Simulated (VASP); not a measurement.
Input of a VASP 6.6.1 run:

Contents of INCAR:

```
  PREC = Accurate
  ENCUT = 520
  EDIFF = 1E-6
  ISMEAR = -1
  SIGMA = 0.05
  LREAL = Auto
  LASPH = True
  NELM = 100
  ALGO = Fast
  ISIF = 2
  LWAVE = False
  LCHARG = True
  GGA = CA
  LELF = True
  LVHAR = True
  NBANDS = 98
  NELECT = 160.0
```

File KPOINTS:

```
regular mesh
0
Gamma
  2 2 2
```

The input POSCAR:

```
Hf4V8H15
1.0
    5.3885460000      0.0000000000      0.0000000000
    0.0000000000      5.3885460000      0.0000000000
    0.0000000000      0.0000000000      7.8029920000
Hf V H
4 8 15
Direct
    0.5095437619     -0.0112831922      0.2493402531
   -0.0037486921      0.0041012919      0.5003337181
    0.0055116909      0.5039207237      0.7526600053
    0.5012669466      0.5018236830     -0.0064846920
   -0.0149576528      0.2413823692      0.1249648853
    0.0039157131      0.7506848786      0.1338973563
    0.2464486709      0.4915426165      0.3940796043
    0.7419626742      0.5016009885      0.3706014308
    0.4963119921      0.7362097308      0.6235684978
    0.5093952988      0.2510881414      0.6231840299
    0.7434844205      0.0205992489      0.8803546127
    0.2355551943      0.0053817857      0.8727677793
    0.3147787919      0.8151364023      0.4527878537
    0.3102877845      0.1877500907      0.0638985661
    0.3168016010      0.3112342365      0.8052295837
    0.1934659183      0.2981138140      0.5733313580
    0.3308313597      0.6519198314      0.2059722732
    0.1916658037      0.6891283845      0.9385886850
    0.1841127458      0.7991209503      0.6874029859
    0.1834446621      0.1591709526      0.3069207299
    0.8252504479      0.3483685580      0.9497510698
    0.8086968173      0.6693271246      0.5737414571
    0.8172891166      0.8094762483      0.3101118135
    0.8119073308      0.1871005648      0.6880950282
    0.6848600717      0.2043408370      0.4391007962
    0.6487464336      0.3111785628      0.2018200198
    0.6932482343      0.6945658439      0.8154820612
```

Potentials or basis: VASP PAW LDA potentials, release 64 (Hf_pv, V_sv, H).

Run with:

```bash
$ cat potpaw_LDA.64/Hf_pv/POTCAR potpaw_LDA.64/V_sv/POTCAR potpaw_LDA.64/H/POTCAR > POTCAR
$ mpirun -np 1 vasp_std > vasp.out
```

Estimate the largest force.

0.953 eV/Å.

Predict the band gap on the k mesh.

none (metal or under the smearing width).

Forces in eV/Å, atoms in the order of the input:
```
Hf  -0.653 -0.210 -0.050
Hf  -0.092 -0.477  0.114
Hf  -0.431 -0.123  0.189
Hf  -0.256  0.200  0.552
V    0.382  0.019  0.449
V    0.056 -0.277 -0.656
V   -0.090 -0.150 -0.772
V    0.715  0.417  0.474
V    0.487  0.406  0.601
V   -0.742 -0.129  0.408
V    0.355 -0.674 -0.105
V    0.456 -0.237  0.579
H   -0.134  0.041 -0.579
H   -0.066 -0.146 -0.144
H    0.129  0.104  0.189
H   -0.282  0.091 -0.223
H   -0.169  0.286 -0.384
H   -0.266 -0.020  0.320
H    0.000  0.667  0.140
H   -0.035  0.396  0.074
H   -0.206 -0.298 -0.340
H    0.162  0.199 -0.659
H    0.012  0.148  0.174
H    0.341 -0.044  0.189
H    0.021 -0.725 -0.046
H    0.431  0.365 -0.563
H   -0.124  0.170  0.070
```

Caveat: the k mesh is coarse (spacing up to 0.58 Å⁻¹), so the values aren't converged; the cell carries a net charge on a neutralising background, which shifts energy and pressure; the cell is charged against a uniform background, so pressure and absolute levels hang on convention. Spin-orbit coupling is left out, which matters for the levels of Hf.
